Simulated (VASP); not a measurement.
```xyz
2
Lattice="0.0000 2.7270 2.7270 2.7270 0.0000 2.7270 2.7270 2.7270 0.0000" Properties=species:S:1:pos:R:3 pbc="T T T"
B      0.0000     0.0000     0.0000
Bi     1.3635     1.3635     1.3635
```

Method: PBEsol GGA, VASP's PBE PAW potentials (set 64) (plane waves; VASP). Run with 520 eV cut-off, Gaussian smearing of 0.050 eV, potentials B Bi_d.

Unless said otherwise, spin-orbit coupling is left out, though it shifts the bands of the heavy elements here.

Problem. Give the energies of bands 7 to 12 at the high-symmetry points, in eV from the valence-band maximum.

Solution. 
```json
[
 {"band": "7", "Γ": "0.00", "X": "-7.91", "U": "-7.60", "L": "-7.83", "W": "-7.56"},
 {"band": "8", "Γ": "0.00", "X": "-3.57", "U": "-5.00", "L": "-1.65", "W": "-4.70"},
 {"band": "9", "Γ": "0.00", "X": "-3.57", "U": "-3.04", "L": "-1.65", "W": "-4.29"},
 {"band": "10", "Γ": "0.45", "X": "0.80", "U": "1.24", "L": "0.46", "W": "3.37"},
 {"band": "11", "Γ": "2.79", "X": "0.87", "U": "3.64", "L": "4.16", "W": "3.84"},
 {"band": "12", "Γ": "2.79", "X": "8.36", "U": "7.13", "L": "4.16", "W": "5.12"}
]
```

The gap is direct, 0.45 eV, from the valence maximum at Γ to the conduction minimum at Γ.

The structure was generated: BBi was put into the zinc blende type (F-43m), which need not be its known phase. It was relaxed first, which changed the volume by +5 %.
